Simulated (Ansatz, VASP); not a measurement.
# Cu8N (Cu(111)) in two plane-wave programs

Wanted: the spread between two codes on one cell, functional and k mesh. The structure shown is the end of the VASP relaxation below.

Calculated with Ansatz 0.2.0; plane waves, with VASP 6.6.1 beside it; single point at PBE.

## 1. The structure

The cell holds 18 atoms: 16 Cu and 2 N. Its edges and angles: a = 5.142 Å, b = 5.142 Å, c = 21.298 Å, α = 90.0°, β = 90.0°, γ = 60.0°. It derives from Cu. As first built, before any earlier steps moved the atoms (in the runner's words): 2 N over fcc sites of a 2 x 2 cell of Cu(111). Vacuum lies along c.

## 2. VASP: relaxation, PBE

This run makes the geometry at which the two programs are then compared.

Lines of VASP's logs that name or quote its potential files are left out, and so is its time.

Input file INCAR:

```
SYSTEM = Cu8N
PREC = Normal
ENCUT = 440
EDIFF = 1E-05
NELM = 120
ISMEAR = 1
SIGMA = 0.15
LREAL = Auto
ALGO = Fast
GGA = PE
NBANDS = 115
LASPH = .TRUE.
LORBIT = 11
LWAVE = .FALSE.
LCHARG = .FALSE.
KPAR = 4
NCORE = 2
IBRION = 2
NSW = 45
ISIF = 2
EDIFFG = -0.03
POTIM = 0.4
MAXMIX = 40
IDIPOL = 3
LDIPOL = .TRUE.
DIPOL = 0.5 0.5 0.521
```

Input file POSCAR:

```
Cu8N
1.0
    5.1420389737      0.0000000000      0.0000000000
    2.5710194868      4.4531363784      0.0000000000
    0.0000000000      0.0000000000     21.2976858615
Cu N
16 2
Selective dynamics
Direct
    0.0000000000      0.0000000000      0.3521509400  F F F
    0.5000000000      0.0000000000      0.3521509400  F F F
    0.0000000000      0.5000000000      0.3521509400  F F F
    0.5000000000      0.5000000000      0.3521509400  F F F
    0.1666666700      0.1666666700      0.4507169800  F F F
    0.6666666700      0.1666666700      0.4507169800  F F F
    0.1666666700      0.6666666700      0.4507169800  F F F
    0.6666666700      0.6666666700      0.4507169800  F F F
    0.8333333300      0.3333333300      0.5478477000  T T T
    0.3333333300      0.3333333300      0.5478477000  T T T
    0.8333333300      0.8333333300      0.5478477000  T T T
    0.3333333300      0.8333333300      0.5478477000  T T T
    0.0000000000      0.0000000000      0.6448896100  T T T
    0.5000000000      0.0000000000      0.6448896100  T T T
    0.0000000000      0.5000000000      0.6448896100  T T T
    0.5000000000      0.5000000000      0.6448896100  T T T
    0.1666666700      0.1666666700      0.6988860900  T T T
    0.6666666700      0.1666666700      0.6988860900  T T T
```

Input file KPOINTS:

```
Automatic mesh
0
Gamma
6 6 1
0 0 0
```

PAW data sets: Cu and N (PBE family, release 64).

On the command line:

```console
$ mpirun -np 8 vasp_std
```

Numbers of over 12 decimals in the logs are rounded to 6 here.

What it wrote:

```text
[banner, memory and clock lines left out]
running    8 mpi-ranks, on    1 nodes
 distrk:  each k-point on    2 cores,    4 groups
 distr:  one band on    2 cores,    1 groups

 POSCAR found type information on POSCAR CuN
 POSCAR found :  2 types and      18 ions
 LDA part: xc-table for (Slater+PW92), standard interpolation
 POSCAR, INCAR and KPOINTS ok, starting setup
 FFT: planning ... GRIDC
 FFT: planning ... GRID_SOFT
 FFT: planning ... GRID
 WAVECAR not read
 entering main loop
       N       E                     dE             d eps       ncg     rms          rms(c)
DAV:   1     0.179285329006E+04    0.17929E+04   -0.72354E+04  2990   0.189E+03
DAV:   2     0.220421398094E+03   -0.15724E+04   -0.15154E+04  2990   0.440E+02
DAV:   3    -0.491369304664E+02   -0.26956E+03   -0.25076E+03  3384   0.221E+02
DAV:   4    -0.882295054478E+02   -0.39093E+02   -0.35858E+02  4755   0.823E+01
DAV:   5    -0.906716291326E+02   -0.24421E+01   -0.23909E+01  4484   0.231E+01    0.382E+01
RMM:   6    -0.104741432358E+03   -0.14070E+02   -0.22888E+02  3000   0.115E+02    0.366E+01
RMM:   7    -0.121131514843E+03   -0.16390E+02   -0.59831E+01  2994   0.587E+01    0.515E+01
RMM:   8    -0.785917934777E+02    0.42540E+02   -0.12130E+01  3018   0.237E+01    0.196E+01
RMM:   9    -0.693669658928E+02    0.92248E+01   -0.72706E+00  3025   0.202E+01    0.766E+00
RMM:  10    -0.686213973391E+02    0.74557E+00   -0.18069E+00  3040   0.100E+01    0.396E+00
RMM:  11    -0.685127186535E+02    0.10868E+00   -0.42009E-01  3272   0.246E+00    0.348E+00
RMM:  12    -0.684595748086E+02    0.53144E-01   -0.32454E-01  3029   0.396E+00    0.304E+00
RMM:  13    -0.683288148299E+02    0.13076E+00   -0.22955E-01  3071   0.303E+00    0.180E+00
RMM:  14    -0.683091124837E+02    0.19702E-01   -0.64932E-02  3400   0.111E+00    0.135E+00
[...]
RMM:  24    -0.682746489844E+02   -0.11349E-03   -0.10822E-04  2907   0.347E-02    0.219E-02
RMM:  25    -0.682747290191E+02   -0.80035E-04   -0.34133E-05  2100   0.277E-02    0.115E-02
RMM:  26    -0.682747704983E+02   -0.41479E-04   -0.17854E-05  1845   0.187E-02    0.709E-03
RMM:  27    -0.682748019714E+02   -0.31473E-04   -0.68342E-06  1766   0.146E-02    0.701E-03
RMM:  28    -0.682748521791E+02   -0.50208E-04   -0.58420E-06  1773   0.111E-02    0.726E-03
RMM:  29    -0.682748740780E+02   -0.21899E-04   -0.33308E-06  1748   0.106E-02    0.564E-03
RMM:  30    -0.682748953081E+02   -0.21230E-04   -0.19964E-06  1739   0.797E-03    0.474E-03
RMM:  31    -0.682749039580E+02   -0.86499E-05   -0.12536E-06  1717   0.594E-03
   1 F= -.68274904E+02 E0= -.68268173E+02  d E =-.682749E+02
[... from here on, the cycles between the ionic steps are left out ...]
   2 F= -.68378780E+02 E0= -.68372313E+02  d E =-.103876E+00
   5 F= -.68470636E+02 E0= -.68464406E+02  d E =-.910883E-02
   6 F= -.68471023E+02 E0= -.68464827E+02  d E =-.949614E-02
   7 F= -.68478380E+02 E0= -.68472195E+02  d E =-.735612E-02
   8 F= -.68480353E+02 E0= -.68474207E+02  d E =-.932913E-02
   9 F= -.68482607E+02 E0= -.68476443E+02  d E =-.225407E-02
  10 F= -.68482751E+02 E0= -.68476591E+02  d E =-.239851E-02
  11 F= -.68484902E+02 E0= -.68478705E+02  d E =-.215072E-02
  12 F= -.68485939E+02 E0= -.68479662E+02  d E =-.318785E-02
  13 F= -.68486369E+02 E0= -.68480045E+02  d E =-.429787E-03
 trial-energy change:   -0.000430  1 .order   -0.000359   -0.000708   -0.000011
 step:   2.2320(harm=  2.2457)  dis= 0.00629  next Energy=   -68.486369 (dE=-0.430E-03)
 bond charge predicted
       N       E                     dE             d eps       ncg     rms          rms(c)
DAV:   1    -0.684863713883E+02   -0.70681E-05   -0.10160E-04  3332   0.354E-02    0.142E-02
RMM:   2    -0.684863700969E+02    0.12914E-05   -0.30427E-06  1638   0.103E-02
  14 F= -.68486370E+02 E0= -.68480041E+02  d E =-.431210E-03
 curvature:  -2.47 expect dE=-0.399E-03 dE for cont linesearch -0.762E-05
 trial: gam= 0.49802 g(F)=  0.162E-03 g(S)=  0.000E+00 ort = 0.504E-04 (trialstep = 0.221E+01)
 search vector abs. value=  0.416E-03
 reached required accuracy - stopping structural energy minimisation
```

From OUTCAR (step 2):

```text
ion  position               nearest neighbor table
   1  0.000  0.000  0.352-   7 2.57   6 2.57   5 2.57   3 2.57   3 2.57   4 2.57   4 2.57   2 2.57
                             2 2.57
   2  0.500  0.000  0.352-   8 2.57   5 2.57   6 2.57   4 2.57   4 2.57   3 2.57   3 2.57   1 2.57
                             1 2.57
   3  0.000  0.500  0.352-   5 2.57   8 2.57   7 2.57   1 2.57   1 2.57   2 2.57   2 2.57   4 2.57
                             4 2.57
   4  0.500  0.500  0.352-   6 2.57   7 2.57   8 2.57   2 2.57   2 2.57   1 2.57   1 2.57   3 2.57
                             3 2.57
   5  0.167  0.167  0.451-  10 2.55  12 2.55   9 2.55   3 2.57   2 2.57   1 2.57   7 2.57   7 2.57
                             8 2.57   8 2.57   6 2.57   6 2.57
   6  0.667  0.167  0.451-   9 2.55  11 2.55  10 2.55   4 2.57   1 2.57   2 2.57   8 2.57   8 2.57
                             7 2.57   7 2.57   5 2.57   5 2.57
   7  0.167  0.667  0.451-  12 2.55  10 2.55  11 2.55   1 2.57   4 2.57   3 2.57   5 2.57   5 2.57
                             6 2.57   6 2.57   8 2.57   8 2.57
   8  0.667  0.667  0.451-  11 2.55   9 2.55  12 2.55   2 2.57   3 2.57   4 2.57   6 2.57   6 2.57
                             5 2.57   5 2.57   7 2.57   7 2.57
   9  0.833  0.333  0.548-  13 2.54  16 2.54  15 2.54   6 2.55   8 2.55   5 2.55  11 2.57  11 2.57
                            12 2.57  12 2.57  10 2.57  10 2.57
  10  0.333  0.333  0.548-  14 2.54  15 2.54  16 2.54   5 2.55   7 2.55   6 2.55  12 2.57  12 2.57
                            11 2.57  11 2.57   9 2.57   9 2.57
  11  0.833  0.833  0.548-  15 2.54  14 2.54  13 2.54   8 2.55   6 2.55   7 2.55   9 2.57   9 2.57
                            10 2.57  10 2.57  12 2.57  12 2.57
  12  0.333  0.833  0.548-  16 2.54  13 2.54  14 2.54   7 2.55   5 2.55   8 2.55  10 2.57  10 2.57
                             9 2.57   9 2.57  11 2.57  11 2.57
  13  0.000  0.000  0.645-  18 1.88  17 1.88   9 2.54  12 2.54  11 2.54  15 2.57  15 2.57  16 2.57
                            16 2.57  14 2.57  14 2.57
  14  0.500  0.000  0.645-  17 1.88  18 1.88  10 2.54  11 2.54  12 2.54  16 2.57  16 2.57  15 2.57
                            15 2.57  13 2.57  13 2.57
  15  0.000  0.500  0.645-  17 1.88  11 2.54  10 2.54   9 2.54  13 2.57  13 2.57  14 2.57  14 2.57
                            16 2.57  16 2.57
  16  0.500  0.500  0.645-  18 1.88  12 2.54   9 2.54  10 2.54  14 2.57  14 2.57  13 2.57  13 2.57
                            15 2.57  15 2.57
  17  0.167  0.167  0.699-  15 1.88  14 1.88  13 1.88
  18  0.667  0.167  0.699-  16 1.88  13 1.88  14 1.88

  LATTYP: Found a hexagonal cell.
 ALAT       =     5.1420389736
 C/A-ratio  =     4.1418756199

 Subroutine GETGRP returns: Found  2 space group operations
 (whereof  2 operations were pure point group operations)

The static configuration has the point symmetry C_1h.

 Found     13 irreducible k-points:

   k-points           NKPTS =     13   k-points in BZ     NKDIM =     13   number of bands    NBANDS=    115

   dimension x,y,z NGX =    28 NGY =   28 NGZ =  112
   dimension x,y,z NGXF=    56 NGYF=   56 NGZF=  224

   ENCUT  =  440.0 eV  32.34 Ry    5.69 a.u.   8.79  8.79 36.43*2*pi/ulx,y,z

   NELECT =     186.0000    total number of electrons

 k-points in reciprocal lattice and weights: Automatic mesh
   0.00000000  0.00000000  0.00000000       0.028
   0.16666667  0.00000000  0.00000000       0.111
   0.00000000  0.16666667  0.00000000       0.056
   0.33333333  0.00000000  0.00000000       0.111
   0.00000000  0.33333333  0.00000000       0.056
   0.50000000  0.00000000  0.00000000       0.056
   0.00000000  0.50000000  0.00000000       0.028
   0.33333333  0.16666667  0.00000000       0.056
   0.16666667  0.33333333  0.00000000       0.111
   0.50000000  0.16666667  0.00000000       0.111
   0.33333333  0.50000000  0.00000000       0.111
  -0.16666667  0.33333333  0.00000000       0.111
  -0.33333333  0.33333333  0.00000000       0.056

 dipolmoment           0.000000      0.000000      0.217399 electrons x Angstroem

 average (electrostatic) potential at core
       1 -71.1729       2 -71.1729       3 -71.1851       4 -71.1851       5 -71.4655
       6 -71.4655       7 -71.4066       8 -71.4066       9 -71.3865      10 -71.3865
      11 -71.4649      12 -71.4649      13 -72.3473      14 -72.3473      15 -71.7968
      16 -71.7968      17 -69.2203      18 -69.2203

 E-fermi :  -0.2392

 k-point     1 :       0.0000    0.0000    0.0000
  band No.  band energies     occupation
    ...
     88      -1.4197      2.00000
     89      -0.9557      2.00000
     90      -0.8430      2.00000
     91      -0.3638      1.99504
     92      -0.2392      1.00080
     93      -0.1209      0.02600
     94      -0.0302     -0.06406
     95       0.5965     -0.00000
     96       0.6951     -0.00000
     97       0.7507     -0.00000
    ...

 k-point     2 :       0.1667    0.0000    0.0000
  band No.  band energies     occupation
    ...
     89      -1.1718      2.00000
     90      -0.8207      2.00000
     91      -0.6762      2.00030
     92      -0.4825      2.04408
     93      -0.2746      1.38747
     94      -0.1570      0.20939
     95      -0.0780     -0.06247
     96       0.6298     -0.00000
     97       0.6824     -0.00000
     98       1.2436     -0.00000
    ...

 k-point     3 :       0.0000    0.1667    0.0000
  band No.  band energies     occupation
    ...
     89      -1.2370      2.00000
     90      -0.9147      2.00000
     91      -0.4711      2.05110
     92      -0.3541      1.96184
     93      -0.2768      1.40996
     94      -0.0497     -0.07048
     95       0.0155     -0.03726
     96       0.4263     -0.00000
     97       0.7378     -0.00000
     98       1.4029     -0.00000
    ...

  Total        2.1772234      2.0579875     -1.2846479     -0.0000000      0.1186489     -0.0000000
  in kB        7.1528612      6.7611338     -4.2204710     -0.0000000      0.3897990     -0.0000000
  external PRESSURE =       3.2311747 kB  Pullay stress =       0.0000000 kB

  energy-cutoff  :      440.00
  volume of cell :      487.68
      direct lattice vectors                 reciprocal lattice vectors
     5.142038974  0.000000000  0.000000000     0.194475383 -0.112280415  0.000000000
     2.571019487  4.453136378  0.000000000     0.000000000  0.224560830  0.000000000
     0.000000000  0.000000000 21.297685861     0.000000000  0.000000000  0.046953458

 POSITION                                       TOTAL-FORCE (eV/Angst)
 -----------------------------------------------------------------------------------
      0.00000      0.00000      7.50000         0.000000     -0.023099      0.048931
      2.57102      0.00000      7.50000         0.000000     -0.023099      0.048931
      1.28551      2.22657      7.50000        -0.000000      0.007151      0.047071
      3.85653      2.22657      7.50000        -0.000000      0.007151      0.047071
      1.28551      0.74219      9.59923         0.000000     -0.015106     -0.072003
      3.85653      0.74219      9.59923         0.000000     -0.015106     -0.072003
      2.57102      2.96876      9.59923        -0.000000      0.025322     -0.083399
      5.14204      2.96876      9.59923        -0.000000      0.025322     -0.083399
      5.14204      1.49717     11.66386         0.000000     -0.000756      0.009305
      2.57102      1.49717     11.66386         0.000000     -0.000756      0.009305
      6.42755      3.72219     11.68351        -0.000000      0.008195      0.027237
      3.85653      3.72219     11.68351        -0.000000      0.008195      0.027237
      2.57102      4.34659     13.86800        -0.000000      0.002593      0.006010
      5.14204      4.34659     13.86800        -0.000000      0.002593      0.006010
      6.42755      2.26374     13.74488         0.000000     -0.019957      0.022020
      3.85653      2.26374     13.74488         0.000000     -0.019957      0.022020
      1.28551      0.79987     14.83744        -0.000000      0.015657     -0.005171
      3.85653      0.79987     14.83744        -0.000000      0.015657     -0.005171
 -----------------------------------------------------------------------------------
    total drift:                               -0.000141      0.003144     -0.054089

  FREE ENERGIE OF THE ION-ELECTRON SYSTEM (eV)
  ---------------------------------------------------
  free  energy   TOTEN  =       -68.4863700969 eV

  energy  without entropy=      -68.4673821818  energy(sigma->0) =      -68.48004079

 reached required accuracy - stopping structural energy minimisation

 vacuum level on the upper side and lower side of the slab         6.060         4.341

 total charge
# of ion       s       p       d       tot
------------------------------------------
    1        0.446   0.281   9.187   9.914
    2        0.446   0.281   9.187   9.914
    3        0.447   0.282   9.184   9.913
    4        0.447   0.282   9.184   9.913
    5        0.437   0.373   9.174   9.984
    6        0.437   0.373   9.174   9.984
    7        0.444   0.363   9.182   9.989
    8        0.444   0.363   9.182   9.989
    9        0.439   0.357   9.192   9.988
   10        0.439   0.357   9.192   9.988
   11        0.440   0.379   9.172   9.991
   12        0.440   0.379   9.172   9.991
   13        0.502   0.556   9.096  10.154
   14        0.502   0.556   9.096  10.154
   15        0.490   0.435   9.147  10.072
   16        0.490   0.435   9.147  10.072
   17        1.328   2.214   0.000   3.542
   18        1.328   2.214   0.000   3.542
--------------------------------------------------
tot          9.949  10.480 146.667 167.096

[... 3 further parts left out ...]
```

CONTCAR:

```
Cu8N
   1.00000000000000
     5.1420389737000001    0.0000000000000000    0.0000000000000000
     2.5710194868000000    4.4531363784000000    0.0000000000000000
     0.0000000000000000    0.0000000000000000   21.2976858614999998
  Cu              N
    16     2
Selective dynamics
Direct
     0.0000000000000000    0.0000000000000000    0.3521509400000014   F   F   F
     0.5000000000000000    0.0000000000000000    0.3521509400000014   F   F   F
     0.0000000000000000    0.5000000000000000    0.3521509400000014   F   F   F
     0.5000000000000000    0.5000000000000000    0.3521509400000014   F   F   F
     0.1666666699999979    0.1666666699999979    0.4507169800000028   F   F   F
     0.6666666699999979    0.1666666699999979    0.4507169800000028   F   F   F
     0.1666666699999979    0.6666666699999979    0.4507169800000028   F   F   F
     0.6666666699999979    0.6666666699999979    0.4507169800000028   F   F   F
     0.8318969368198371    0.3362061163603319    0.5476585159468061   T   T   T
     0.3318969368198372    0.3362061163603319    0.5476585159468061   T   T   T
     0.8320710519075003    0.8358578861850053    0.5485812137832320   T   T   T
     0.3320710519075005    0.8358578861850053    0.5485812137832320   T   T   T
     0.0119633814457960    0.9760732371084078    0.6511504657991285   T   T   T
     0.5119633814457959    0.9760732371084078    0.6511504657991285   T   T   T
     0.9958262149356688    0.5083475701286624    0.6453694364726161   T   T   T
     0.4958262149356688    0.5083475701286624    0.6453694364726161   T   T   T
     0.1601902340807345    0.1796195418385247    0.6966692236234105   T   T   T
     0.6601902340807345    0.1796195418385247    0.6966692236234105   T   T   T
```

This run has no spin polarisation, so a moment on Cu, if there is one, isn't seen. The run keeps the 2 symmetry operations of its start, so it cannot find a distortion of lower symmetry.

(Part 1 of 2 ends here.)

[Lines on the potential files, build, host, timing and source positions are cut from VASP's logs without a mark.]

[Logs are printed without paths, hosts, clocks, repeated set-up lines and the standing remarks that a program may print on its own settings, such as how far it seeks lower states.]

[Hosts, paths, dates, database ids (printed as entryN), source tags and the programs' standing remarks are cut or masked in the printed files.]
